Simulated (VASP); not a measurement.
```
CELL_PARAMETERS angstrom
      0.00000     3.27262     3.27262
      3.27262     0.00000     3.27262
      3.27262     3.27262     0.00000
ATOMIC_POSITIONS crystal
  Hg 0.00000 0.00000 0.00000
  Te 0.25000 0.25000 0.25000
```

Computed with vdW-DF-cx, VASP's PBE PAW potentials (set 64) (plane waves; VASP). Settings: 520 eV cut-off, 11×11×11 Γ-centred mesh, tetrahedra with Blöchl corrections, potentials Hg Te.

Unless said otherwise, spin-orbit coupling is left out, though it shifts the bands of the heavy elements here.

Estimate the energy per atom (σ→0), band gap (on the k-mesh) with the smallest direct gap where there is one.

* **band gap (on the k-mesh)**: none (metal, semimetal or under 0.01 eV)
* **energy per atom (σ→0)**: 447 meV/atom

Only differences to runs with the same potentials and settings are physical.

The compound is HgTe in the zinc blende structure. It was relaxed first.
